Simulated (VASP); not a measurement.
Output of a VASP run:

**OSZICAR**
```
       N       E                     dE             d eps       ncg     rms          rms(c)
DAV:   1     0.891601652207E+00    0.89160E+00   -0.17456E+03   714   0.488E+02
DAV:   2    -0.513825140100E+01   -0.60299E+01   -0.54625E+01   990   0.565E+01
DAV:   3    -0.522187982011E+01   -0.83628E-01   -0.83598E-01   816   0.724E+00
DAV:   4    -0.522199815094E+01   -0.11833E-03   -0.11833E-03   942   0.305E-01
DAV:   5    -0.522199835605E+01   -0.20511E-06   -0.20490E-06   834   0.887E-03    0.380E+00
DAV:   6    -0.521480475534E+01    0.71936E-02   -0.52690E-03   756   0.483E-01    0.218E+00
DAV:   7    -0.521189320860E+01    0.29115E-02   -0.85545E-03   756   0.618E-01    0.104E-01
DAV:   8    -0.521188741248E+01    0.57961E-05   -0.72565E-05   924   0.732E-02    0.180E-02
DAV:   9    -0.521188743423E+01   -0.21743E-07   -0.53179E-07   726   0.735E-03
   1 F= -.52118874E+01 E0= -.52115137E+01  d E =-.521189E+01
       N       E                     dE             d eps       ncg     rms          rms(c)
DAV:   1    -0.526278472265E+01   -0.50897E-01   -0.14303E+00   696   0.813E+00    0.139E+00
DAV:   2    -0.523643972078E+01    0.26345E-01   -0.20420E-02   732   0.137E+00    0.712E-01
DAV:   3    -0.522464705045E+01    0.11793E-01   -0.23139E-02   696   0.101E+00    0.183E-01
DAV:   4    -0.522462831150E+01    0.18739E-04   -0.56304E-05   978   0.813E-02    0.112E-01
DAV:   5    -0.522461894958E+01    0.93619E-05   -0.62542E-06   708   0.233E-02    0.413E-03
DAV:   6    -0.522461848303E+01    0.46655E-06   -0.10510E-07   384   0.327E-03
   2 F= -.52246185E+01 E0= -.52238364E+01  d E =-.127310E-01
       N       E                     dE             d eps       ncg     rms          rms(c)
DAV:   1    -0.523085915443E+01   -0.62402E-02   -0.12207E-01   690   0.231E+00    0.399E-01
DAV:   2    -0.522858264711E+01    0.22765E-02   -0.18389E-03   732   0.412E-01    0.210E-01
DAV:   3    -0.522755559705E+01    0.10271E-02   -0.20730E-03   690   0.301E-01    0.485E-02
DAV:   4    -0.522755221191E+01    0.33851E-05   -0.52870E-06   972   0.249E-02    0.309E-02
DAV:   5    -0.522754821344E+01    0.39985E-05   -0.43658E-07   378   0.634E-03    0.710E-04
DAV:   6    -0.522754825416E+01   -0.40721E-07   -0.16829E-08   336   0.154E-03
   3 F= -.52275483E+01 E0= -.52269298E+01  d E =-.156608E-01
```

OUTCAR:
```
------------------------ aborting loop because EDIFF is reached ----------------------------------------
  FORCE on cell =-STRESS in cart. coord.  units (eV):
  Direction    XX          YY          ZZ          XY          YZ          ZX
  --------------------------------------------------------------------------------------
  Total        0.0011687      0.0011687      0.0011687      0.0000000      0.0000000     -0.0000000
  in kB        0.1357047      0.1357047      0.1357047      0.0000000      0.0000000     -0.0000000
  external PRESSURE =       0.1357047 kB  Pullay stress =       0.0000000 kB
  volume of cell :       13.80
      direct lattice vectors                 reciprocal lattice vectors
    -1.510955983  1.510955983  1.510955983     0.000000000  0.330916324  0.330916324
     1.510955983 -1.510955983  1.510955983     0.330916324  0.000000000  0.330916324
     1.510955983  1.510955983 -1.510955983     0.330916324  0.330916324  0.000000000
 POSITION                                       TOTAL-FORCE (eV/Angst)
 -----------------------------------------------------------------------------------
      0.00000      0.00000      0.00000         0.000000     -0.000000      0.000000
 -----------------------------------------------------------------------------------
    total drift:                               -0.000000      0.000000      0.000000
  FREE ENERGIE OF THE ION-ELECTRON SYSTEM (eV)
  ---------------------------------------------------
  free  energy   TOTEN  =        -5.2275482542 eV

  energy  without entropy=       -5.2263113712  energy(sigma->0) =       -5.22692981

 reached required accuracy - stopping structural energy minimisation
```
(Selected blocks of OUTCAR.)

### POSCAR
```
P
1
   -1.5396820000     1.5396820000     1.5396820000
    1.5396820000    -1.5396820000     1.5396820000
    1.5396820000     1.5396820000    -1.5396820000
P
1
Direct
  0.0000000000   0.0000000000   0.0000000000
```

**Question.** Write an INCAR and KPOINTS that could have produced this output.

**Answer.** This is not unique; one that fits is the input of the run itself, PBEsol GGA, plane waves, VASP's PBE PAW potentials (set 64).

### KPOINTS
```
Automatic mesh
0
Gamma
11 11 11
0 0 0
```

### INCAR
```
! general
SYSTEM=P
PREC  =Accurate
ENCUT =400
LREAL =F
LASPH =T

! electronic loop
EDIFF =1E-6
NELM  =100
ALGO  =Normal

! smearing
ISMEAR=0
SIGMA =0.05

! functional
GGA   =PS

! ions
IBRION=2
NSW   =60
ISIF  =3
EDIFFG=-0.01

! output
LWAVE =F
LCHARG=F
```

POTCAR, in this order: P (PBE.64 set). Program: vasp_std.

Energy and stress use the plane-wave basis of the starting cell.

The structure was generated: P was put into the bcc type (Im-3m), which need not be its known phase. This run relaxes it. Symmetry was kept, so distortions that lower it aren't found.
